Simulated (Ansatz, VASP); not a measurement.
One calculation of Mg3CdTe4, two programs

```
CELL_PARAMETERS angstrom
4.62763 0.00000 0.00000
-2.31381 4.00764 0.00000
0.00000 0.00000 15.07170
ATOMIC_POSITIONS crystal
Mg 0.66667 0.33333 0.49577
Mg 0.66667 0.33333 0.99993
Mg 0.00000 0.00000 0.24813
Cd 0.00000 0.00000 0.74992
Te 0.66667 0.33333 0.18740
Te 0.66667 0.33333 0.68338
Te 0.00000 0.00000 0.43545
Te 0.00000 0.00000 0.94003
```

Alike in both runs: functional PBE; k mesh 6 × 6 × 2; occupations gaussian, width 0.02 eV; no spin polarisation.

Ansatz relaxed the structure, and its values are those at the end. VASP's run is a single point on that final structure, the one shown.

```csv
,VASP,Ansatz
version,VASP 6.6.1,Ansatz 0.2.0
potentials or method,"VASP PAW PBE potentials, release 64 (Mg, Cd, Te)","scalar-relativistic, plane waves, PAW"
plane-wave cutoff (eV),520,420
valence electrons in the cell,42,114
```

```csv
,VASP,Ansatz,Ansatz less VASP
gap on the k mesh at the Fermi level (eV),1.58,1.59,+0.005
least direct gap on the mesh (eV),1.58,1.59,+0.005
pressure (GPa),0.0,0.0,-0.02
rms of the force components (eV/Å),0.005,0.001,-0.0043
```

The two sets of potentials don't hold the same shells in valence.

Caveats: spin-orbit coupling is left out, which moves the levels of the heavy elements. A k mesh can miss the band edges.
